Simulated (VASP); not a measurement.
# Ti2SnTe2 (P6_3/mmc) in VASP: relaxation of cell and atoms with PBE

Aim: the relaxation of cell and atoms of Ti2SnTe2 with PBE.

All numbers are computed with VASP 6.6.1; they aren't measurements. Logs are shortened: lines on timing, memory, paths and dates and some standing lists are left out, and cuts for length are marked.

### Step 1. The crystal as given

It takes space group P6_3/mmc (No. 194, hexagonal). Conventional cell: a = 3.853 Å, b = 3.853 Å, c = 21.078 Å, α = 90.00°, β = 90.00°, γ = 120.00°. Ti (site symmetry 3m) is surrounded by 3 Te at 2.75 Å and 3 Sn at 2.84 Å. Around Sn (site symmetry -6m2) lie 6 Ti at 2.84 Å. Around Te (site symmetry 3m) lie 3 Ti at 2.75 Å.

The cell was built by a generator and needn't be a form met in nature.

### Step 2. Relaxation of cell and atoms, PBE

INCAR reads:

```
SYSTEM = Ti2SnTe2
PREC     = Accurate       ! precision mode
ENCUT    = 520            ! plane-wave cutoff, eV
EDIFF    = 1E-6           ! SCF threshold, eV
ISMEAR   = 0              ! smearing method
SIGMA    = 0.1            ! smearing width, eV
LREAL    = .False.        ! projectors in reciprocal space
LASPH    = .True.         ! aspherical terms in the spheres
NELM     = 120            ! most SCF steps
ALGO     = Normal         ! electronic algorithm
ISIF     = 3              ! what is computed and relaxed
LWAVE    = .False.        ! write WAVECAR
LCHARG   = .False.        ! write CHGCAR
GGA      = PE             ! functional
IBRION   = 2              ! ionic algorithm
NSW      = 90             ! ionic steps
EDIFFG   = -0.01          ! ionic threshold
KPAR     = 4
```

KPOINTS reads:

```
Automatic mesh
0
Gamma
  10 10 2
  0 0 0
```

POSCAR reads:

```
Ti2SnTe2
1.0
    3.8532133900      0.0000000000      0.0000000000
   -1.9266067000      3.3369806800      0.0000000000
    0.0000000000      0.0000000000     21.0780000000
Ti Sn Te
4 2 4
Direct
    0.6666666700      0.3333333300      0.8337603200
    0.6666666700      0.3333333300      0.6662396800
    0.3333333300      0.6666666700      0.1662396800
    0.3333333300      0.6666666700      0.3337603200
    0.0000000000      0.0000000000      0.7500000000
    0.0000000000      0.0000000000      0.2500000000
    0.3333333300      0.6666666700      0.9101432800
    0.3333333300      0.6666666700      0.5898567200
    0.6666666700      0.3333333300      0.0898567200
    0.6666666700      0.3333333300      0.4101432800
```

Potentials or basis: VASP PAW PBE potentials, release 64 (Ti_sv, Sn_d, Te).

Command:

```console
> cat potpaw_PBE.64/Ti_sv/POTCAR potpaw_PBE.64/Sn_d/POTCAR potpaw_PBE.64/Te/POTCAR > POTCAR
> mpirun -np 4 vasp_std > vasp.out
```

OUTCAR:

```text
SYSTEM = Ti2SnTe2
   PREC = Accurate
   ENCUT = 520
   EDIFF = 1E-6
   ISMEAR = 0
   LREAL = .False.
   LASPH = .True.
   NELM = 120
   ISIF = 3
   GGA = PE
   IBRION = 2
   NSW = 90
   EDIFFG = -0.01

 ion  position               nearest neighbor table
   1  0.667  0.333  0.834-   7 2.75   7 2.75   7 2.75   5 2.84   5 2.84   5 2.84
   2  0.667  0.333  0.666-   8 2.75   8 2.75   8 2.75   5 2.84   5 2.84   5 2.84
   3  0.333  0.667  0.166-   9 2.75   9 2.75   9 2.75   6 2.84   6 2.84   6 2.84
   4  0.333  0.667  0.334-  10 2.75  10 2.75  10 2.75   6 2.84   6 2.84   6 2.84
   5  0.000  0.000  0.750-   1 2.84   2 2.84   1 2.84   2 2.84   1 2.84   2 2.84
   6  0.000  0.000  0.250-   3 2.84   4 2.84   3 2.84   4 2.84   3 2.84   4 2.84
   7  0.333  0.667  0.910-   1 2.75   1 2.75   1 2.75
   8  0.333  0.667  0.590-   2 2.75   2 2.75   2 2.75
   9  0.667  0.333  0.090-   3 2.75   3 2.75   3 2.75
  10  0.667  0.333  0.410-   4 2.75   4 2.75   4 2.75

  LATTYP: Found a hexagonal cell.
 ALAT       =     3.8532133900
 C/A-ratio  =     5.4702394772

  Lattice vectors:

 A1 = (   3.8532133900,   0.0000000000,   0.0000000000)
 A2 = (  -1.9266067000,   3.3369806800,   0.0000000000)
 A3 = (   0.0000000000,   0.0000000000,  21.0780000000)

Analysis of symmetry for initial positions (statically):
=====================================================================
 Subroutine PRICEL returns:
 Original cell was already a primitive cell.

 Routine SETGRP: Setting up the symmetry group for a
 hexagonal supercell.

 Subroutine GETGRP returns: Found 24 space group operations
 (whereof 12 operations were pure point group operations)
 out of a pool of 24 trial point group operations.

The static configuration has the point symmetry D_3d.
 The point group associated with its full space group is D_6h.

Analysis of symmetry for dynamics (positions and initial velocities):
=====================================================================
 Subroutine PRICEL returns:
 Original cell was already a primitive cell.

 Routine SETGRP: Setting up the symmetry group for a
 hexagonal supercell.

 Subroutine GETGRP returns: Found 24 space group operations
 (whereof 12 operations were pure point group operations)
 out of a pool of 24 trial point group operations.

The dynamic configuration has the point symmetry D_3d.
 The point group associated with its full space group is D_6h.

 Subroutine INISYM returns: Found 24 space group operations
 (whereof 12 operations are pure point group operations),
 and found     1 'primitive' translations

----------------------------------------------------------------------------------------

                                     Primitive cell

  volume of cell :     271.0230

  direct lattice vectors                    reciprocal lattice vectors
     3.853213390  0.000000000  0.000000000     0.259523649  0.149836049  0.000000000
    -1.926606700  3.336980680  0.000000000     0.000000000  0.299672098  0.000000000
     0.000000000  0.000000000 21.078000000     0.000000000  0.000000000  0.047442831

  length of vectors
     3.853213390  3.853213391 21.078000000     0.299672098  0.299672098  0.047442831

  position of ions in fractional coordinates (direct lattice)
     0.666666670  0.333333330  0.833760320
     0.666666670  0.333333330  0.666239680
     0.333333330  0.666666670  0.166239680
     0.333333330  0.666666670  0.333760320
     0.000000000  0.000000000  0.750000000
     0.000000000  0.000000000  0.250000000
     0.333333330  0.666666670  0.910143280
     0.333333330  0.666666670  0.589856720
     0.666666670  0.333333330  0.089856720
     0.666666670  0.333333330  0.410143280

  ion indices of the primitive-cell ions
   primitive index   ion index
                 1           1
                 2           2
                 3           3
                 4           4
                 5           5
                 6           6
                 7           7
                 8           8
                 9           9
                10          10

----------------------------------------------------------------------------------------

 KPOINTS: Automatic mesh

Automatic generation of k-mesh.
 Grid dimensions read from file:
 generate k-points for:   10   10    2

 Generating k-lattice:

  Cartesian coordinates                     Fractional coordinates (reciprocal lattice)
     0.025952365  0.014983605  0.000000000     0.100000000  0.000000000  0.000000000
     0.000000000  0.029967210  0.000000000     0.000000000  0.100000000  0.000000000
     0.000000000  0.000000000  0.023721416     0.000000000  0.000000000  0.500000000

  Length of vectors
     0.029967210  0.029967210  0.023721416

  Shift w.r.t. Gamma in fractional coordinates (k-lattice)
     0.000000000  0.000000000  0.000000000

 Subroutine IBZKPT returns following result:
 ===========================================

 Found     28 irreducible k-points:

 Following reciprocal coordinates:
            Coordinates               Weight
  0.000000  0.000000  0.000000      1.000000
  0.100000  0.000000  0.000000      6.000000
  0.200000  0.000000  0.000000      6.000000
  0.300000 -0.000000  0.000000      6.000000
  0.400000  0.000000  0.000000      6.000000
  0.500000 -0.000000  0.000000      3.000000
[... 16 lines left out ...]
  0.300000  0.100000  0.500000     12.000000
  0.400000  0.100000  0.500000     12.000000
 [... further k-points ...]
   k-points           NKPTS =     28   k-points in BZ     NKDIM =     28   number of bands    NBANDS=     60
   number of dos      NEDOS =    301   number of ions     NIONS =     10
   total plane-waves  NPLWV = 144000
   dimension x,y,z NGX =    30 NGY =   30 NGZ =  160
   dimension x,y,z NGXF=    60 NGYF=   60 NGZF=  320
   ions per type =               4   2   4
   NGX,Y,Z   is equivalent  to a cutoff of  12.94, 12.94, 12.62 a.u.
   NGXF,Y,Z  is equivalent  to a cutoff of  25.89, 25.89, 25.24 a.u.
 SYSTEM =  Ti2SnTe2
   PREC   = accura    normal or accurate (medium, high low for compatibility)
   ISTART =      0    job   : 0-new  1-cont  2-samecut
   ICHARG =      2    charge: 1-file 2-atom 10-const
   ISPIN  =      1    spin polarized calculation?
   LNONCOLLINEAR =      F non collinear calculations
   LSORBIT =      F    spin-orbit coupling
   LASPH  =      T    aspherical Exc in radial PAW
   ENCUT  =  520.0 eV  38.22 Ry    6.18 a.u.   7.16  7.16 39.19*2*pi/ulx,y,z
   NELM   =    120;   NELMIN=  2; NELMDL= -5     # of ELM steps
   EDIFF  = 0.1E-05   stopping-criterion for ELM
   LREAL  =      F    real-space projection
   EDIFFG = -.1E-01   stopping-criterion for IOM
   NSW    =     90    number of steps for IOM
   IBRION =      2    ionic relax: 0-MD 1-quasi-New 2-CG
   NFREE  =      1    steps in history (QN), initial steepest desc. (CG)
   ISIF   =      3    stress and relaxation
   ISYM   =      2    0-nonsym 1-usesym 2-fastsym
   POTIM  = 0.5000    time-step for ionic-motion
   TEBEG  =    0.0;   TEEND  =   0.0 temperature during run
   PSTRESS=    0.0 pullay stress
   NELECT =     100.0000    total number of electrons
   NUPDOWN=      -1.0000    fix difference up-down
   EMIN   =  10.00;   EMAX   =-10.00  energy-range for DOS
   EFERMI =   0.00;   METHOD = LEGACY
   ISMEAR =     0;   SIGMA  =   0.10  broadening in eV -4-tet -1-fermi 0-gaus
   EFERMI_NEDOS =   21; number of points for ismear=-14 and -15
   IALGO  =     38    algorithm
   IMIX   =      4    mixing-type and parameters
     AMIX     =   0.40;   BMIX     =  1.00
     AMIX_MAG =   1.60;   BMIX_MAG =  1.00
  volume/ion in A,a.u.               =      27.10       182.90
  Fermi-wavevector in a.u.,A,eV,Ry     =   1.174193  2.218903 18.758746  1.378729
  Thomas-Fermi vector in A             =   2.310594
   LORBIT       =      0    0 simple, 1 ext, 2 COOP (PROOUT), +10 PAW based schemes
   GGA     = PE    functional components
   LHFCALC =     F    Hartree Fock is set to
   AEXX    =    0.0000 exact exchange contribution
   IVDW    =     0    specifies the selected vdW correction
   LEPSILON=     F    determine dielectric tensor
   LRPA    =     F    only Hartree local field effects (RPA)
 conjugate gradient relaxation of ions
 non-spin polarized calculation
 Gauss-broadening in eV      SIGMA  =   0.10
  energy-cutoff  :      520.00
  volume of cell :      271.02
 maximum number of plane-waves:      7344
 NGX is ok and might be reduce to    30
   NGX = 15   NGY = 15   NGZ = 79

--------------------------------------- Ionic step        1  -------------------------------------------

 number of electron     100.0000000 magnetization

 number of electron      99.9999970 magnetization

 Free energy of the ion-electron system (eV)
  ---------------------------------------------------
  ext. energy  EPLUGINS =         0.00000000
  ---------------------------------------------------
  free energy    TOTEN  =       -56.34139404 eV

  energy without entropy =      -56.32413514  energy(sigma->0) =      -56.33276459

------------------------ aborting loop because EDIFF is reached ----------------------------------------

  FORCE on cell =-STRESS in cart. coord.  units (eV):
  Direction    XX          YY          ZZ          XY          YZ          ZX
  --------------------------------------------------------------------------------------
  -------------------------------------------------------------------------------------
  Total        0.3360982      0.3360982     -0.0477640     -0.0000000      0.0000000      0.0000000
  in kB        1.9868756      1.9868756     -0.2823613     -0.0000000      0.0000000      0.0000000
  external PRESSURE =       1.2304633 kB  Pullay stress =       0.0000000 kB
[... 113 lines left out ...]
  FREE ENERGIE OF THE ION-ELECTRON SYSTEM (eV)
  ---------------------------------------------------
  free  energy   TOTEN  =       -56.3433190411 eV

  energy  without entropy=      -56.3264085933  energy(sigma->0) =      -56.33486382

[... ionic steps 4 to 7 ...]

--------------------------------------- Ionic step        8  -------------------------------------------

 number of electron      99.9999981 magnetization

------------------------ aborting loop because EDIFF is reached ----------------------------------------

  FORCE on cell =-STRESS in cart. coord.  units (eV):
  Direction    XX          YY          ZZ          XY          YZ          ZX
  --------------------------------------------------------------------------------------
  -------------------------------------------------------------------------------------
  Total        0.0414732      0.0414732      0.1180524     -0.0000000      0.0000000      0.0000000
  in kB        0.2450622      0.2450622      0.6975639     -0.0000000      0.0000000      0.0000000
  external PRESSURE =       0.3958961 kB  Pullay stress =       0.0000000 kB
[... 73 lines left out ...]
  energy  without entropy=      -56.3300360316  energy(sigma->0) =      -56.33765379

--------------------------------------- Ionic step       10  -------------------------------------------

 number of electron      99.9999981 magnetization

 Free energy of the ion-electron system (eV)
  ---------------------------------------------------
  ext. energy  EPLUGINS =         0.00000000
  ---------------------------------------------------
  free energy    TOTEN  =       -56.34534472 eV

  energy without entropy =      -56.33005569  energy(sigma->0) =      -56.33770021

 E-fermi :   6.3251     XC(G=0):  -9.6578

 val. band max:        6.2578362709   @ k =   0.3000  -0.0000   0.5000
 cond. band min:       6.3467014997   @ k =   0.3000  -0.0000   0.0000
 fundamental gap:      0.0888652288
 Fermi energy:         6.3250945628

 k-point     1 :       0.0000    0.0000    0.0000
  band No.  band energies     occupation
      1     -51.1406      2.00000
      2     -51.1406      2.00000
      3     -51.1385      2.00000
      4     -51.1385      2.00000
      5     -27.4184      2.00000
      6     -27.4184      2.00000
[... 1501 lines left out ...]
     59       7.6416      0.00000
     60       7.6458      0.00000

 [... further k-points ...]

------------------------ aborting loop because EDIFF is reached ----------------------------------------

  FORCE on cell =-STRESS in cart. coord.  units (eV):
  Direction    XX          YY          ZZ          XY          YZ          ZX
  --------------------------------------------------------------------------------------
  -------------------------------------------------------------------------------------
  Total       -0.0171564     -0.0171564      0.0329984      0.0000000      0.0000000      0.0000000
  in kB       -0.1012997     -0.1012997      0.1948380      0.0000000      0.0000000      0.0000000
  external PRESSURE =      -0.0025871 kB  Pullay stress =       0.0000000 kB
[... 25 lines left out ...]
  FREE ENERGIE OF THE ION-ELECTRON SYSTEM (eV)
  ---------------------------------------------------
  free  energy   TOTEN  =       -56.3453447238 eV

  energy  without entropy=      -56.3300556907  energy(sigma->0) =      -56.33770021

 reached required accuracy - stopping structural energy minimisation
```

It took 22 min on 4 MPI ranks of Intel Xeon Platinum 8259CL at 2.50GHz (Skylake/Cascade Lake), shared host; peak memory 0.66 GiB.

What came out:

* Free energy: -56.3453 eV
* Relaxed volume: 27.13 Å³/atom
* Relaxed cell: a = 3.878 Å, b = 3.878 Å, c = 20.840 Å, α = 90.00°, β = 90.00°, γ = 120.00°
* Space group after relaxing (to 0.05 Å): P6_3/mmc (No. 194)
* Energy gained by relaxing: 0.4 meV/atom
* Ionic steps: 10
* Pressure after relaxing: 0.0 GPa
* Largest force after relaxing: 0.008 eV/Å
* Band gap on the k mesh: none (metal or under the smearing width)

Forces in eV/Å, atoms in the order of the input:
```
Ti   0.000  0.000  0.006
Ti   0.000  0.000 -0.006
Ti   0.000  0.000 -0.006
Ti   0.000  0.000  0.006
Sn   0.000  0.000  0.000
Sn   0.000  0.000  0.000
Te   0.000  0.000  0.008
Te   0.000  0.000 -0.008
Te   0.000  0.000 -0.008
Te   0.000  0.000  0.008
```

The path:
| step | energy change (eV) | largest force (eV/Å) | pressure (GPa) | volume (Å³) |
| --- | --- | --- | --- | --- |
| 1 | 0.0000 | 0.0804 | 0.12 | 271.02 |
| 2 | -0.0019 | 0.0108 | -0.08 | 271.84 |
| 3 | -0.0019 | 0.0063 | -0.11 | 271.89 |
| 4 | -0.0026 | 0.0119 | 0.00 | 271.40 |
| 5 | -0.0028 | 0.0279 | 0.08 | 270.98 |
| 6 | -0.0033 | 0.0336 | 0.03 | 271.18 |
| 7 | -0.0036 | 0.0428 | -0.06 | 271.47 |
| 8 | -0.0039 | 0.0155 | 0.04 | 271.14 |
| 9 | -0.0039 | 0.0148 | 0.02 | 271.20 |
| 10 | -0.0040 | 0.0077 | 0.00 | 271.35 |

Final structure:
```yaml
crystal:
  lattice:
    - [3.87751, 0.00000, 0.00000]
    - [-1.93876, 3.35802, 0.00000]
    - [0.00000, 0.00000, 20.83977]
  atoms:
    - { symbol: Ti, position: [0.66667, 0.33333, 0.83365] }
    - { symbol: Ti, position: [0.66667, 0.33333, 0.66635] }
    - { symbol: Ti, position: [0.33333, 0.66667, 0.16635] }
    - { symbol: Ti, position: [0.33333, 0.66667, 0.33365] }
    - { symbol: Sn, position: [0.00000, 0.00000, 0.75000] }
    - { symbol: Sn, position: [0.00000, 0.00000, 0.25000] }
    - { symbol: Te, position: [0.33333, 0.66667, 0.91055] }
    - { symbol: Te, position: [0.33333, 0.66667, 0.58945] }
    - { symbol: Te, position: [0.66667, 0.33333, 0.08945] }
    - { symbol: Te, position: [0.66667, 0.33333, 0.41055] }
```

Levels at points of the mesh, in eV from the Fermi level:
| k point | band 48 | band 49 | band 50 | band 51 | band 52 | band 53 |
| --- | --- | --- | --- | --- | --- | --- |
| (0.00, 0.00, 0.00) | 0.30 | 0.30 | 0.30 | 0.56 | 0.56 | 0.57 |
| (0.50, 0.00, 0.00) | -1.46 | -0.38 | -0.22 | -0.20 | -0.14 | 0.16 |
| (0.00, 0.00, 0.50) | 0.30 | 0.30 | 0.30 | 0.57 | 0.57 | 0.57 |
| (0.50, 0.00, 0.50) | -1.51 | -0.31 | -0.31 | -0.17 | -0.17 | 0.25 |

Caveat: this functional lacks dispersion, which binds the layers, so the pressure and a relaxed spacing across them are unreliable.
